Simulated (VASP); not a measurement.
Consider the following.

```xyz
2
Lattice="1.6620 -2.8788 0.0000 1.6620 2.8788 0.0000 0.0000 0.0000 5.3103" Properties=species:S:1:pos:R:3 pbc="T T T"
Zr     1.6620     0.9596     1.3276
Zr     1.6620    -0.9596     3.9827
```

The numbers are results of RPBE GGA, VASP's PBE PAW potentials (set 64) (plane waves; VASP 6.6.1), not measurements. Run with 520 eV cut-off, 13×13×7 Γ-centred mesh, first-order Methfessel-Paxton smearing of 0.10 eV, potentials Zr_sv.

**Question.** Estimate the energy per atom (σ→0), pressure, band gap (on the k-mesh) with the smallest direct gap where there is one.

**Answer.** 
- band gap (on the k-mesh) = none (metal, semimetal or under 0.01 eV)
- energy per atom (σ→0) = -8.074 eV/atom
- pressure = -47.6 kbar

The compound is Zr in the hcp structure. This cell is one point of a volume scan, at 1.06 of the reference volume.
